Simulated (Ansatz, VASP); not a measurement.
# NaTaS3: VASP beside Ansatz, part 2 of 2

Aim: how closely do two programs agree when they are given the same cell, functional and k mesh? The cell is generated by rule, not measured, and may not be a known phase. The cell is taken from a series of runs on this material, whose earlier steps may have relaxed, scaled, displaced or heated it; both programs get it as it stands.

VASP 6.6.1 and Ansatz 0.2.0.

So far: Set-up; Ansatz: relaxation of cell and atoms, PBE.

### Step 3. VASP: relaxation of cell and atoms, PBE

Level of this step: PBE; plane waves and PAW (Na_pv, Ta_pv, S); invented cell (VASP).

The same cell, functional, mesh and smearing now go to VASP, with its own data sets.

Lines of VASP's logs that name or quote its potential files are left out, and so is its time.

The input, INCAR:

```
SYSTEM = NaTaS3
PREC = Accurate
ENCUT = 500
EDIFF = 1E-07
NELM = 120
ISMEAR = 1
SIGMA = 0.2
LREAL = .FALSE.
ALGO = Normal
GGA = PE
NBANDS = 46
LASPH = .TRUE.
LORBIT = 11
LWAVE = .FALSE.
LCHARG = .FALSE.
ISIF = 3
IBRION = 2
NSW = 80
EDIFFG = -0.005
GGA_COMPAT = .FALSE.
NELMIN = 4
KPAR = 2
```

The input, POSCAR:

```
NaTaS3
1.0
   -3.2733020000      3.2733020000      4.8909270000
    3.2733020000     -3.2733020000      4.8909270000
    3.2733020000      3.2733020000     -4.8909270000
Na Ta S
2 2 6
Direct
    0.7500000511      0.2500000511      0.5000000000
    0.2500000511      0.7500000511      0.5000000000
    0.0000000000      0.0000000000      0.0000000000
    0.5000000000      0.5000000000      0.0000000000
    0.6689182666      0.1689182666      0.8378365333
    0.3310817334      0.8310818861      0.1621636195
    0.7500000511      0.7500000511      0.0000000000
    0.2500000511      0.2500000511      0.0000000000
    0.1689182666      0.3310818861      0.5000001528
    0.8310818861      0.6689182666      0.5000001528
```

The input, KPOINTS:

```
Automatic mesh
0
Gamma
8 8 8
0 0 0
```

The projector-augmented-wave data sets are Na_pv, Ta_pv and S (PBE family, release 64).

The run is started by

```sh
mpirun -np 2 vasp_std
```

Numbers of over 12 decimals in the logs are rounded to 6 here.

Log:

```text
[banner, memory and clock lines left out]
running    2 mpi-ranks, on    1 nodes
 distrk:  each k-point on    1 cores,    2 groups
 distr:  one band on    1 cores,    1 groups

 POSCAR found type information on POSCAR NaTaS
 POSCAR found :  3 types and      10 ions
 LDA part: xc-table for (Slater+PW92), standard interpolation
 POSCAR, INCAR and KPOINTS ok, starting setup
 FFT: planning ... GRIDC
 FFT: planning ... GRID_SOFT
 FFT: planning ... GRID
 WAVECAR not read
 entering main loop
       N       E                     dE             d eps       ncg     rms          rms(c)
DAV:   1     0.649514609849E+03    0.64951E+03   -0.34191E+04  5460   0.149E+03
DAV:   2     0.227599470725E+01   -0.64724E+03   -0.62509E+03  6064   0.384E+02
DAV:   3    -0.635848887911E+02   -0.65861E+02   -0.63981E+02  6446   0.123E+02
DAV:   4    -0.665075791131E+02   -0.29227E+01   -0.28868E+01  6712   0.266E+01
DAV:   5    -0.666035910782E+02   -0.96012E-01   -0.95803E-01  7534   0.491E+00    0.258E+01
DAV:   6    -0.604315290302E+02    0.61721E+01   -0.26423E+01  6234   0.186E+01    0.132E+01
DAV:   7    -0.602804346013E+02    0.15109E+00   -0.25896E+00  6216   0.641E+00    0.824E+00
DAV:   8    -0.602210564346E+02    0.59378E-01   -0.64388E-01  6770   0.366E+00    0.103E+00
DAV:   9    -0.601931050819E+02    0.27951E-01   -0.13943E-01  6398   0.159E+00    0.324E-01
DAV:  10    -0.601935061196E+02   -0.40104E-03   -0.85584E-03  6180   0.434E-01    0.224E-01
DAV:  11    -0.601944165902E+02   -0.91047E-03   -0.28077E-03  6818   0.216E-01    0.131E-01
DAV:  12    -0.601941757291E+02    0.24086E-03   -0.15695E-03  6428   0.157E-01    0.636E-02
DAV:  13    -0.601942517752E+02   -0.76046E-04   -0.41065E-04  6388   0.874E-02    0.429E-02
DAV:  14    -0.601941972033E+02    0.54572E-04   -0.18552E-04  6368   0.526E-02    0.773E-03
DAV:  15    -0.601941990972E+02   -0.18939E-05   -0.16838E-05  6548   0.164E-02    0.101E-02
DAV:  16    -0.601941992236E+02   -0.12639E-06   -0.28350E-06  6660   0.686E-03    0.270E-03
DAV:  17    -0.601941992890E+02   -0.65376E-07   -0.94140E-07  5616   0.388E-03
   1 F= -.60194199E+02 E0= -.60197208E+02  d E =-.601942E+02
[...]
2 F= -.60194212E+02 E0= -.60197223E+02  d E =-.130353E-04
[...]
3 F= -.60194222E+02 E0= -.60197239E+02  d E =-.230004E-04
[...]
4 F= -.60194228E+02 E0= -.60197247E+02  d E =-.603372E-05
[...]
5 F= -.60194243E+02 E0= -.60197271E+02  d E =-.211527E-04
 curvature:  -1.47 expect dE=-0.248E-04 dE for cont linesearch -0.924E-05
 ZBRENT: increasing intervall
 opt :   1.5418  next Energy=   -60.194262 (dE=-0.393E-04)
 bond charge predicted
       N       E                     dE             d eps       ncg     rms          rms(c)
DAV:   1    -0.601942511824E+02   -0.76775E-05   -0.65133E-03  5452   0.290E-01    0.476E-02
DAV:   2    -0.601942682142E+02   -0.17032E-04   -0.34096E-04  6148   0.714E-02    0.225E-02
DAV:   3    -0.601942634679E+02    0.47462E-05   -0.12812E-05  7160   0.174E-02    0.151E-02
DAV:   4    -0.601942601520E+02    0.33159E-05   -0.51365E-06  6262   0.924E-03    0.551E-03
DAV:   5    -0.601942599966E+02    0.15538E-06   -0.10451E-06  6034   0.408E-03    0.286E-03
DAV:   6    -0.601942599324E+02    0.64229E-07   -0.68986E-08  3398   0.138E-03
   6 F= -.60194260E+02 E0= -.60197305E+02  d E =-.376431E-04
 curvature:  -2.89 expect dE=-0.156E-04 dE for cont linesearch -0.163E-05
 trial: gam= 0.05545 g(F)=  0.181E-05 g(S)=  0.360E-05 ort = 0.890E-05 (trialstep = 0.432E+00)
 search vector abs. value=  0.683E-05
 reached required accuracy - stopping structural energy minimisation
```

From OUTCAR (step 3):

```text
ion  position               nearest neighbor table
   1  0.750  0.250  0.500-
   2  0.250  0.750  0.500-
   3  0.000  0.000  0.000-  10 2.43   6 2.43   5 2.43   9 2.43   7 2.45   8 2.45
   4  0.500  0.500  0.000-   9 2.43   5 2.43   6 2.43  10 2.43   8 2.45   7 2.45
   5  0.669  0.169  0.838-   3 2.43   4 2.43
   6  0.331  0.831  0.162-   3 2.43   4 2.43
   7  0.750  0.750  0.000-   3 2.45   4 2.45
   8  0.250  0.250  0.000-   4 2.45   3 2.45
   9  0.169  0.331  0.500-   4 2.43   3 2.43
  10  0.831  0.669  0.500-   3 2.43   4 2.43

  LATTYP: Found a body centered tetragonal cell.
 ALAT       =     6.5466040000
 C/A-ratio  =     1.4941875207

 Subroutine GETGRP returns: Found 16 space group operations
 (whereof  8 operations were pure point group operations)

The static configuration has the point symmetry C_4h.
 The point group associated with its full space group is D_4h.

 Found     59 irreducible k-points:

   k-points           NKPTS =     59   k-points in BZ     NKDIM =     59   number of bands    NBANDS=     46

   dimension x,y,z NGX =    50 NGY =   50 NGZ =   50
   dimension x,y,z NGXF=   100 NGYF=  100 NGZF=  100

   ENCUT  =  500.0 eV  36.75 Ry    6.06 a.u.  12.28 12.28 12.28*2*pi/ulx,y,z

   NELECT =      72.0000    total number of electrons

 k-points in reciprocal lattice and weights: Automatic mesh
   0.00000000  0.00000000  0.00000000       0.002
   0.12500000 -0.00000000  0.00000000       0.016
   0.25000000 -0.00000000  0.00000000       0.016
   0.37500000  0.00000000  0.00000000       0.016
   0.50000000 -0.00000000  0.00000000       0.008
   0.12500000  0.12500000  0.00000000       0.016
   0.25000000  0.12500000  0.00000000       0.031
   0.37500000  0.12500000  0.00000000       0.031
   0.50000000  0.12500000  0.00000000       0.031
[...]
-0.37500000 -0.37500000  0.37500000       0.004
   0.50000000  0.50000000  0.50000000       0.002

 average (electrostatic) potential at core
       1 -45.6442       2 -45.6442       3 -40.4543       4 -40.4543       5 -87.5349
       6 -87.5349       7 -87.4746       8 -87.4746       9 -87.5349      10 -87.5349

 E-fermi :   3.3947

 k-point     1 :       0.0000    0.0000    0.0000
  band No.  band energies     occupation
    ...
     32       2.6208      2.00000
     33       2.7002      2.00001
     34       2.7002      2.00001
     35       3.4051      0.91246
     36       3.4051      0.91245
     37       3.5526      0.02542
     38       3.9880     -0.00023
     39       3.9880     -0.00023
     40       4.4801     -0.00000
     41       5.5707     -0.00000
    ...

 k-point     2 :       0.1250   -0.0000    0.0000
  band No.  band energies     occupation
    ...
     32       2.4396      2.00000
     33       2.8041      2.00024
     34       2.9290      2.00481
     35       3.0530      2.03632
     36       3.1918      2.05315
     37       3.9713     -0.00035
     38       3.9765     -0.00031
     39       4.0393     -0.00005
     40       4.7744     -0.00000
     41       5.8117     -0.00000
    ...

 k-point     3 :       0.2500   -0.0000    0.0000
  band No.  band energies     occupation
    ...
     32       2.1507      2.00000
     33       2.4752      2.00000
     34       2.8645      2.00115
     35       3.0622      2.04038
     36       3.1572      2.07048
     37       4.1083     -0.00001
     38       4.1092     -0.00001
     39       4.5103     -0.00000
     40       5.2521     -0.00000
     41       5.8161     -0.00000
    ...

  Total        0.0067266      0.0067266     -0.0256021      0.0000000      0.0000000      0.0000000
  in kB        0.0514454      0.0514454     -0.1958058      0.0000000      0.0000000      0.0000000
  external PRESSURE =      -0.0309717 kB  Pullay stress =       0.0000000 kB

  energy-cutoff  :      500.00
  volume of cell :      209.49
      direct lattice vectors                 reciprocal lattice vectors
    -3.271767529  3.271767529  4.892557085     0.000000000  0.152822594  0.102196048
     3.271767529 -3.271767529  4.892557085     0.152822594  0.000000000  0.102196048
     3.271767529  3.271767529 -4.892557085     0.152822594  0.152822594  0.000000000

 POSITION                                       TOTAL-FORCE (eV/Angst)
 -----------------------------------------------------------------------------------
     -0.00000      3.27177      2.44628         0.000000      0.000000     -0.000000
      3.27177     -0.00000      2.44628         0.000000      0.000000     -0.000000
      3.27177     -3.27177      4.89256         0.000000      0.000000     -0.000000
      3.27177      3.27177      0.00000         0.000000      0.000000      0.000000
      1.10330      4.37507     -0.00000        -0.002164     -0.002164      0.000000
      2.16846     -1.10330      4.89256         0.002164      0.002164     -0.000000
      3.27177      3.27177      2.44628         0.000000      0.000000     -0.000000
      0.00000      0.00000      2.44628         0.000000      0.000000      0.000000
      2.16846      1.10330     -0.00000         0.002164     -0.002164     -0.000000
      1.10330      2.16846      4.89256        -0.002164      0.002164     -0.000000
 -----------------------------------------------------------------------------------
    total drift:                               -0.000783     -0.000457      0.000598

  FREE ENERGIE OF THE ION-ELECTRON SYSTEM (eV)
  ---------------------------------------------------
  free  energy   TOTEN  =       -60.1942599324 eV

  energy  without entropy=      -60.2033942078  energy(sigma->0) =      -60.19730469

 reached required accuracy - stopping structural energy minimisation

 total charge
# of ion       s       p       d       tot
------------------------------------------
    1        0.038   5.972   0.000   6.010
    2        0.038   5.972   0.000   6.010
    3        0.311   6.211   2.155   8.678
    4        0.311   6.211   2.155   8.678
    5        1.336   2.422   0.000   3.757
    6        1.336   2.422   0.000   3.757
    7        1.330   2.431   0.000   3.760
    8        1.330   2.431   0.000   3.760
    9        1.336   2.422   0.000   3.757
   10        1.336   2.422   0.000   3.757
--------------------------------------------------
tot          8.700  38.915   4.311  51.926

[... 3 further parts left out ...]
```

CONTCAR:

```
NaTaS3
   1.00000000000000
    -3.2717675294064610    3.2717675294064610    4.8925570846411848
     3.2717675294064610   -3.2717675294064610    4.8925570846411848
     3.2717675294064610    3.2717675294064610   -4.8925570846411848
  Na              Ta              S
     2     2     6
Direct
     0.7500000511000025    0.2500000511000025    0.5000000000000000
     0.2500000511000025    0.7500000511000025    0.5000000000000000
     0.0000000000000000    1.0000000000000000    0.0000000000000000
     0.5000000000000000    0.5000000000000000    1.0000000000000000
     0.6686097809415871    0.1686097809415871    0.8372195619831688
     0.3313902190584129    0.8313903717584167    0.1627805908168296
     0.7500000511000025    0.7500000511000025    1.0000000000000000
     0.2500000511000025    0.2500000511000025    0.0000000000000000
     0.1686097809415871    0.3313903717584167    0.5000001527999984
     0.8313903717584167    0.6686097809415871    0.5000001527999984
```

### Step 4. Side by side

Known differences besides the potentials themselves: the data sets hold 80 valence electrons in Ansatz (on its PAW soft_1 files) and 72 in VASP; the cutoff is 420 eV in Ansatz and 500 eV in VASP; Ansatz adds a Pulay correction to the stress that steers its cell, VASP none. Total energies have different zeros and are not compared.

Both answers:

```csv
quantity,Ansatz,VASP,difference
volume (Å³),209.62,209.49,+0.06 %
"edge a after relaxation, in the typed setting (Å)",6.734,6.734,+0.01 %
```

### Step 5. Outcome

```
difference in volume (relaxation of cell and atoms, PBE) : 0.060 %
```

The difference in volume is 0.060 % (relaxation of cell and atoms, PBE), within the 1.2 % picked in this series as the mark of a large difference, as far as the stopping tolerances let one tell. The data sets hold unlike numbers of valence electrons (80 in Ansatz and 72 in VASP), so part of the differences comes from the potentials. 2 further runs of this series are not shown here. How closely two codes agree says nothing of how well the functional describes the real material.

[Lines on the potential files, build, host, timing and source positions are cut from VASP's logs without a mark.]

[Logs are printed without paths, hosts, clocks, repeated set-up lines and the standing remarks that a program may print on its own settings, such as how far it seeks lower states.]

[Hosts, paths, dates, database ids (printed as entryN), source tags and the programs' standing remarks are cut or masked in the printed files.]
